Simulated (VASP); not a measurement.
Consider the following.

```
MgS
1.0
    0.00000     2.70395     2.70395
    2.70395     0.00000     2.70395
    2.70395     2.70395     0.00000
Mg S
1 1
Direct
  0.00000   0.00000   0.00000
  0.25000   0.25000   0.25000
```

All values below come from PBEsol GGA, VASP's PBE PAW potentials (set 64) (plane waves; VASP). Run with 500 eV cut-off, 8×8×8 Γ-centred mesh, Gaussian smearing of 0.050 eV, potentials Mg S.

Task: Predict the energy per atom (σ→0), pressure, band gap (on the k-mesh) with the smallest direct gap where there is one.

Result: 
The band gap (on the k-mesh) is 3.56 eV, the smallest direct gap (on the k-mesh) comes out as 4.00 eV and the energy per atom (σ→0) comes out as -4381 meV/atom. The pressure is 9.99 GPa.

Total energies compare only between runs with the same potentials, cut-off and functional.

The structure was generated: MgS was put into the zinc blende type (F-43m), which need not be its known phase. It was relaxed first under an external pressure of 10 GPa.
